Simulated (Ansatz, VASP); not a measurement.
**Ge in two plane-wave programs**

Wanted: the spread between two codes on one cell, functional and k mesh. The cell is taken from a series of runs on this material, whose earlier steps may have relaxed, scaled, displaced or heated it; both programs get it as it stands.

Method: plane waves, with VASP 6.6.1 beside it; relaxation of cell and atoms at PBEsol, in Ansatz 0.2.0.

This is not the structure that Ge takes at ambient pressure and room temperature (diamond type); it is a model or a phase of other conditions.

## 1. Set-up

The structure is hexagonal, space group P6_3/mmc (No. 194). Conventional cell: a = 4.000 Å, b = 4.000 Å, c = 26.128 Å, α = 90.00°, β = 90.00°, γ = 120.00°. Nearest to Ge lie 4 Ge at 2.45 Å. Nearest to Ge lie 4 Ge at 2.45 Å.

## 2. Ansatz: relaxation of cell and atoms, PBEsol

Ansatz runs on its PAW soft_1 files.

The relaxed volume is the usual yardstick between codes: in a stiff, nearly cubic crystal its relative difference is about their pressure difference at one cell divided by the bulk modulus.

input.yaml reads:

```yaml
crystal:
  lattice:
    - [4.0, 0.0, 0.0]
    - [-2.0, 3.46410162, 0.0]
    - [0.0, 0.0, 26.12789059]
  atoms:
    - { symbol: Ge, position: [0.33333333, 0.66666667, 0.703125] }
    - { symbol: Ge, position: [0.33333333, 0.66666667, 0.796875] }
    - { symbol: Ge, position: [0.66666667, 0.33333333, 0.828125] }
    - { symbol: Ge, position: [0.66666667, 0.33333333, 0.921875] }
    - { symbol: Ge, position: [0.0, 0.0, 0.953125] }
    - { symbol: Ge, position: [0.0, 0.0, 0.046875] }
    - { symbol: Ge, position: [0.33333333, 0.66666667, 0.078125] }
    - { symbol: Ge, position: [0.33333333, 0.66666667, 0.171875] }
    - { symbol: Ge, position: [0.66666667, 0.33333333, 0.203125] }
    - { symbol: Ge, position: [0.66666667, 0.33333333, 0.296875] }
    - { symbol: Ge, position: [0.33333333, 0.66666667, 0.328125] }
    - { symbol: Ge, position: [0.33333333, 0.66666667, 0.421875] }
    - { symbol: Ge, position: [0.0, 0.0, 0.453125] }
    - { symbol: Ge, position: [0.0, 0.0, 0.546875] }
    - { symbol: Ge, position: [0.66666667, 0.33333333, 0.578125] }
    - { symbol: Ge, position: [0.66666667, 0.33333333, 0.671875] }
kpoints:
  mp_grid: { grid: [10, 10, 2] }
scf:
  occupations: { method: fermi_dirac, width: 0.02 }
hamiltonian:
  xc: pbesol
  pseudopotentials: { kind: paw, azcp: { folder: soft_1 }, xc_functional: pbe }
basis:
  ecutwfc: 600
output:
  forces: true
  stress: true
relax:
  f_tol: 0.005
  max_steps: 70
  cell: { stress_tol: 0.02, p_target: 0 }
```

Command:

```console
ansatz run input.yaml --threads 4 --pin off --max-ram 10240MiB --backend cpu --events-out ev --progress --plain --runs-dir out
```

Numbers of over 12 decimals in the logs are rounded to 6 here.

Output:

```text
Engine: ansatz 0.2.0, aarch64-unknown-linux-gnu
Pseudopotentials: kind: paw
Pseudopotential: Ge, paw, valence charge 14, recommended cutoff 420 eV (normal), soft_1/Ge.paw.azcp
Functional definition: PBEsol
  exchange = pbesol_x
  correlation = pbesol_c
Crystal: 16 atoms, lattice volume = 362.039 Å³
Basis set: ecut = 600 eV, 11919 PW (Γ), exchange–correlation on 64×64×432 points (8 copies of the dense FFT grid, shifted against one another)
Bands: 135, of which v1, the nominal top of the filled ones, is band 112 counted from 1 (111 counted from 0)
Symmetry: 24 space group operations
Space group: P63/mmc (ITA 194), of the structure as read, at distance tolerance 7.1e-5 Å
k-points: 28 of 200
Non-local potential: Ge, projectors of the file, l = 0: 2, l = 1: 2, l = 2: 3, l = 3: 1
PAW form: soft (Blöchl's): semilocal exchange-correlation on the pseudo side does not see the compensation charge
PAW frozen core: Ge, regenerated for the run's functional, and the local potential with it (the file was generated under x = pbe(κ = 0.804, μ = 0.219515), c = pbe(β = 0.066725))
PAW one-centre angular grid: Ge, 590 points (default); XC on 64 Gauss nodes
Initial density: superposition of atomic densities (chi_scale 0.1, normalization cell)
Initial wavefunctions: pseudopotential atomic-orbital guess
Functional: x = pbesol(κ = 0.804, μ = 0.123457), c = pbesol(β = 0.046)
SCF iter   1: F=—  HF=-68056.568196 eV  |F-HF|=—  |Δ(HF+E_count)|=         —  Δρ=3.54e-2  dr2=3.59e0  ethr=3.10e-3  ⟨swp⟩=5.9  Hψ=12781  notcnv=0  defer=21
preconditioner: auto → Resta (q_TF=auto, 2.518 Å⁻¹)  ε∞=2.7  [insulator: Δε(μ)=0.088 eV  Ē_g=22.360 eV  σ=0.020 eV  W_gap=0.52  n_scr=110 (ndim 8)  ℏωp=29.2 eV  f_vac=0.002  D(μ)=0.31/eV (n_scr^D=2)  ε∞_Penn≈2.7]
SCF iter   2: F=—  HF=-68056.221849 eV  |F-HF|=—  |Δ(HF+E_count)|=   3.46e-1  Δρ=2.09e-2  dr2=1.36e0  ethr=1.60e-3  ⟨swp⟩=2.0  Hψ=4562  notcnv=0  defer=384
preconditioner: auto → Kerker (q_TF=auto, 2.518 Å⁻¹)  [metal: Δε(μ)=0.059 eV  Ē_g=22.492 eV  σ=0.020 eV  W_gap=0.46  n_scr=110 (ndim 8)  ℏωp=29.2 eV  f_vac=0.005  D(μ)=0.36/eV (n_scr^D=2)]
SCF iter   3: F=—  HF=-68055.993228 eV  |F-HF|=—  |Δ(HF+E_count)|=   2.29e-1  Δρ=2.10e-3  dr2=2.05e-2  ethr=6.05e-4  ⟨swp⟩=2.0  Hψ=4432  notcnv=0  defer=444
SCF iter   4: F=—  HF=-68055.988965 eV  |F-HF|=—  |Δ(HF+E_count)|=   4.26e-3  Δρ=1.66e-3  dr2=1.14e-2  ethr=9.15e-6  ⟨swp⟩=2.0  Hψ=6672  notcnv=0  defer=444
SCF iter   5: F=—  HF=-68055.994346 eV  |F-HF|=—  |Δ(HF+E_count)|=   5.38e-3  Δρ=4.01e-4  dr2=1.07e-3  ethr=5.10e-6  ⟨swp⟩=2.0  Hψ=6576  notcnv=0  defer=444
SCF iter   6: F=—  HF=-68055.994906 eV  |F-HF|=—  |Δ(HF+E_count)|=   5.60e-4  Δρ=8.83e-5  dr2=4.33e-5  ethr=4.79e-7  ⟨swp⟩=3.0  Hψ=6511  notcnv=0  defer=444
SCF iter   7: F=—  HF=-68055.995091 eV  |F-HF|=—  |Δ(HF+E_count)|=   1.85e-4  Δρ=2.39e-5  dr2=3.69e-6  ethr=1.93e-8  ⟨swp⟩=2.4  Hψ=5427  notcnv=0  defer=444
SCF iter   8: F=—  HF=-68055.995096 eV  |F-HF|=—  |Δ(HF+E_count)|=   4.74e-6  Δρ=1.44e-5  dr2=1.11e-6  ethr=1.65e-9  ⟨swp⟩=2.0  Hψ=6477  notcnv=0  defer=444
SCF iter   9: F=—  HF=-68055.995095 eV  |F-HF|=—  |Δ(HF+E_count)|=   3.86e-7  Δρ=5.16e-6  dr2=2.47e-7  ethr=4.96e-10  ⟨swp⟩=2.0  Hψ=6477  notcnv=0  defer=444
SCF iter  10: F=-68055.995095 eV  HF=-68055.995095 eV  |F-HF|=6.00e-8  |Δ(HF+E_count)|=   1.47e-7  Δρ=1.75e-6  dr2=8.98e-8  ethr=4.46e-11  ⟨swp⟩=3.8  Hψ=10314  notcnv=0
SCF 1 converged in 10 iterations: F = -68055.995095 eV  dr2 = 8.98e-8
  greatest PAW one-centre occupation: 0.998 electrons in one spin orbital (limit 2), on the Ge atom at site 9 (counted from 0), in its partial waves of l = 2
relax step   1: F+E_penalty+E_count = -68055.99509532 eV  Δ(F+E_penalty+E_count) = +0.000e0 eV  max|allowed force component| = 1.197e-1 eV/Å  Δτ_max = 0.0000 Å  P = +0.610 GPa  Ω = 362.039 Å³  (10 SCF iters, dr2 threshold 1.00e-7 eV, accepted)
[...]
relax step   2: F+E_penalty+E_count = -68056.00408744 eV  Δ(F+E_penalty+E_count) = -8.992e-3 eV  max|allowed force component| = 3.143e-2 eV/Å  Δτ_max = 0.0137 Å  P = +0.069 GPa  Ω = 364.905 Å³  energy of the carried Pulay correction = -2.992e-5 eV  (6 SCF iters, dr2 threshold 1.60e-6 eV, accepted)
[...]
relax step   3: F+E_penalty+E_count = -68056.00455288 eV  Δ(F+E_penalty+E_count) = -4.654e-4 eV  max|allowed force component| = 2.251e-3 eV/Å  Δτ_max = 0.0039 Å  P = -0.003 GPa  Ω = 365.314 Å³  energy of the carried Pulay correction = -3.416e-5 eV  (6 SCF iters, dr2 threshold 6.18e-8 eV, accepted)
[...]
relax step   4: F+E_penalty+E_count = -68056.00458632 eV  Δ(F+E_penalty+E_count) = -3.344e-5 eV  max|allowed force component| = 2.282e-3 eV/Å  Δτ_max = 0.0000 Å  P = -0.003 GPa  Ω = 365.314 Å³  stress off target by 1.44e-2 GPa  SCF on the basis re-selected at this cell (its energy is not comparable with the rows above)  (6 SCF iters)
basis re-selected at this cell: Δ(F+E_penalty+E_count) = -3.344e-5 eV, ΔP = -0.000 GPa vs the last step (what re-selecting the basis moved, of the pressure what is left beyond the Pulay correction that the steps carried, after the strain that the cell walked since its last selection, with what the two solves' SCF thresholds leave and, on support functions, any second-order correction that the steps lacked; it is no measure of the basis error at this ecutwfc). The dense FFT grid was sized anew with the basis: this SCF ran on 36×36×216 points, the steps before it on 32×32×216, so part of this shift can come from that change (see relax.cell in the input reference). [rest of the remark cut]
SCF converged after 6 iterations
Free energy (F): -68056.004586 eV
Harris-Foulkes:  -68056.004586 eV  (|F-HF|=1.46e-11)
Internal energy: -68056.003939 eV  (E = F + TS)
E sigma→0 (E₀):  -68056.004263 eV
Entropy (-TS):   -0.000647 eV (-0.040 meV/atom)
Fermi energy:    8.319259 eV
--- Per-component energies (eV) ---
  E_band       = -2452.484641
  E_kinetic    = 1484.692812
  E_local      = -36146.877643  (includes V_loc(G=0)·N_el)
  E_nonlocal   = 3511.655217
  E_hartree    = 17204.712356
  E_xc         = -1136.982698
  E_vxc        = -1041.925448  (∫ρ·V_xc dr)
  E_paw        = -31559.638146  (= ΣΔE_a)
  E_vpaw       = -4669.454471  (= ΣTr[D̂ρ^β])
  E_aug_tail   = 0.000014  (compensation charges beyond the density's cutoff)
  E_ewald      = -21428.252857
  E_core_change = 14.687004  (= ΣΔE_core)
  E_smearing   = -0.000647  (= −TS)
  E_closure    = -0.000000  (closes the sum)
  Σ components = -68056.004586   (vs F -68056.004586, Δ=0.00e0)
--- Forces (eV/Å), atoms counted from 1 ---
  atom   1  Ge    -0.00000000    -0.00000000     0.00228192
  atom   2  Ge     0.00000000    -0.00000000    -0.00228192
  atom   3  Ge     0.00000000     0.00000000    -0.00050089
  atom   4  Ge    -0.00000000    -0.00000000     0.00166040
  atom   5  Ge    -0.00000000     0.00000000     0.00188554
  atom   6  Ge    -0.00000000    -0.00000000    -0.00188554
  atom   7  Ge     0.00000000     0.00000000    -0.00166040
  atom   8  Ge     0.00000000    -0.00000000     0.00050089
  atom   9  Ge    -0.00000000     0.00000000     0.00228192
  atom  10  Ge    -0.00000000     0.00000000    -0.00228192
  atom  11  Ge     0.00000000    -0.00000000    -0.00050089
  atom  12  Ge    -0.00000000     0.00000000     0.00166040
  atom  13  Ge     0.00000000    -0.00000000     0.00188554
  atom  14  Ge     0.00000000     0.00000000    -0.00188554
  atom  15  Ge    -0.00000000    -0.00000000    -0.00166040
  atom  16  Ge    -0.00000000     0.00000000     0.00050089
  max |Σ_I F_I| component: 1.85e-17 eV/Å
--- Stress (GPa, compression-positive) ---
       -0.012434       0.000000       0.000000
        0.000000      -0.012434       0.000000
        0.000000       0.000000       0.014376
  P = ⅓ Tr σ = -0.0035 GPa (-0.035 kbar)
--- Relaxed structure (3 steps of the walk, 3 accepted, 1 SCFs on fresh bases) ---
  F+E_penalty+E_count = -68056.00458632 eV   max|allowed force component| = 2.282e-3 eV/Å   (the final SCF, on the basis selected at the relaxed cell)
  cell:  # Å, volume = 365.3136 Å³
    - [4.009250, 0.0, 0.0]
    - [-2.004625, 3.472112, 0.0]
    - [0.0, 0.0, 26.242725]
  atoms:
    - { symbol: Ge, position: [0.333333, 0.666667, 0.702822] }
    - { symbol: Ge, position: [0.333333, 0.666667, 0.797178] }
    - { symbol: Ge, position: [0.666667, 0.333333, 0.828501] }
    - { symbol: Ge, position: [0.666667, 0.333333, 0.921986] }
    - { symbol: Ge, position: [0, 0, 0.953198] }
    - { symbol: Ge, position: [0, 0, 0.046802] }
    - { symbol: Ge, position: [0.333333, 0.666667, 0.078014] }
    - { symbol: Ge, position: [0.333333, 0.666667, 0.171499] }
    - { symbol: Ge, position: [0.666667, 0.333333, 0.202822] }
    - { symbol: Ge, position: [0.666667, 0.333333, 0.297178] }
    - { symbol: Ge, position: [0.333333, 0.666667, 0.328501] }
    - { symbol: Ge, position: [0.333333, 0.666667, 0.421986] }
    - { symbol: Ge, position: [0, 0, 0.453198] }
    - { symbol: Ge, position: [0, 0, 0.546802] }
    - { symbol: Ge, position: [0.666667, 0.333333, 0.578014] }
    - { symbol: Ge, position: [0.666667, 0.333333, 0.671499] }
```

The column dr2 measures how far the density is from self-consistency, as an energy; F and HF (Harris–Foulkes) agree once it is small.

[end of part 1 of 2]

[Lines on the potential files, build, host, timing and source positions are cut from VASP's logs without a mark.]

[Logs are printed without paths, hosts, clocks, repeated set-up lines and the standing remarks that a program may print on its own settings, such as how far it seeks lower states.]

[Hosts, paths, dates, database ids (printed as entryN), source tags and the programs' standing remarks are cut or masked in the printed files.]
